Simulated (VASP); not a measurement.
CdS (wurtzite): the band gap from VASP (plane waves, PAW) at several levels of theory. Gaps are without spin-orbit coupling. Each level names its cell: its own relaxed one, PBE's, or the starting one. A gap is the smallest over the k-mesh and a band path; hybrids may have named points in place of the path, and GW has the mesh alone. mBJ is a potential without an energy functional, so only the levels count.

```
level                  band gap (eV)  error against measurement (eV)
---------------------  -------------  ------------------------------
LDA (own cell)                  1.04                           -1.60
PBE (own cell)                  1.10                           -1.54
PBEsol (own cell)               1.09                           -1.55
SCAN (own cell)                 1.56                           -1.08
r2SCAN (own cell)               1.62                           -1.02
mBJ (TB09) (PBE cell)           2.63                           -0.01
HSE06 (PBE cell)                2.14                           -0.50
```

Measured: 2.64 eV at 0 K (as given by X. Ren et al., All-electron periodic G0W0 implementation with numerical atomic orbital basis functions: algorithm and benchmarks (2021), arXiv:2011.01400; zero-point renormalisation of 0.068 eV removed from the gap extrapolated to 0 K (as printed)).

The cell of the LDA (own cell) run:

```cif
data_Cd2S2
_chemical_formula_sum 'Cd2 S2'
_space_group_name_H-M_alt 'P 1'
_space_group_IT_number 1
_cell_length_a 4.08897
_cell_length_b 4.08897
_cell_length_c 6.64178
_cell_angle_alpha 90.000
_cell_angle_beta 90.000
_cell_angle_gamma 120.000
loop_
_space_group_symop_operation_xyz
  'x, y, z'
loop_
_atom_site_label
_atom_site_type_symbol
_atom_site_fract_x
_atom_site_fract_y
_atom_site_fract_z
_atom_site_occupancy
Cd1 Cd 0.66667 0.33333 0.50001 1
Cd2 Cd 0.33333 0.66667 0.00001 1
S1 S 0.66667 0.33333 0.87699 1
S2 S 0.33333 0.66667 0.37699 1
```

Only levels that ran to the end are used. Left out are those held back, those with too coarse a band path, GW runs whose mesh misses a band edge, hybrids' fits of cells that aren't cubic and levels without matching references; a question may draw on a part of the rest.

The compound is CdS in the wurtzite structure.
